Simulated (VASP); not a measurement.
An input for Ansatz (written as the equivalent of a VASP run, and not itself run):

Ansatz 0.2 input:
```yaml
crystal:
  lattice:
    - [1.5921500, 0.9192280, 6.4821000]
    - [-1.5921500, 0.9192280, 6.4821000]
    - [0.0000000, -1.8384560, 6.4821000]
  atoms:
    - { symbol: Mo, position: [0.9997800, 0.9997800, 0.9997800] }
    - { symbol: S, position: [0.4129370, 0.4129370, 0.4129370] }
    - { symbol: S, position: [0.2533030, 0.2533030, 0.2533030] }
kpoints:
  mp_grid: { grid: [10, 10, 10] }
hamiltonian:
  xc: pbe
  pseudopotentials: { kind: paw }
  hubbard:
    sites:
      - { species: Mo, l: d, u_eff: 8 }
scf:
  occupations: { method: gaussian, width: 0.01 }
  max_iter: 100
output: { forces: true, stress: true, eigenvalues: true }
```

Question: Translate this input to VASP (INCAR, KPOINTS, POSCAR, choice of POTCAR).

Answer: This is not unique; one that fits is 
INCAR:
```
# general
SYSTEM   = MoS2
PREC     = Accurate
ENCUT    = 300
LREAL    = F
LASPH    = T

# electronic loop
EDIFF    = 1E-6
NELM     = 100
ALGO     = Normal
LMAXMIX  = 4

# smearing
ISMEAR   = 0
SIGMA    = 0.01

# functional
GGA      = PE

# DFT+U
LDAU     = T
LDAUTYPE = 2
LDAUL    = 2 -1
LDAUU    = 8.0 0
LDAUJ    = 0 0

# ions
ISIF     = 2

# output
LWAVE    = F
LCHARG   = F
```

### KPOINTS
```
Automatic mesh
0
Gamma
10 10 10
0 0 0
```

**POSCAR**
```
MoS2
12.96420
  0.1228112803   0.0709051079   0.5000000000
 -0.1228112803   0.0709051079   0.5000000000
  0.0000000000  -0.1418102158   0.5000000000
Mo S
1 2
Cartesian
 -0.0000000000   0.0000000000   1.4996700000
  0.0000000000  -0.0000000000   0.6194055000
 -0.0000000000   0.0000000000   0.3799545000
```

POTCAR, in this order: Mo_sv S (PBE.64 set). Program: vasp_std.

The two are equivalent in intent, not identical: each code has its own PAW files, so the cut-off isn't converted (ENCUT is set for VASP's; basis.ecutwfc is left out, and Ansatz then takes the one that its files recommend); Ansatz stops its SCF on the density residual and VASP on the energy change (EDIFF); the +U projectors differ, so the same U acts differently.

The structure comes from a computed database's MoS2 entry; how it stands against other phases isn't given here. The cell was not relaxed at this level. The run is one of a series of settings (LDAU = .TRUE., LDAUJ = 0 0, LDAUL = 2 -1, LDAUTYPE = 2, LDAUU = 8.0 0 against the base run), some of them coarse on purpose.
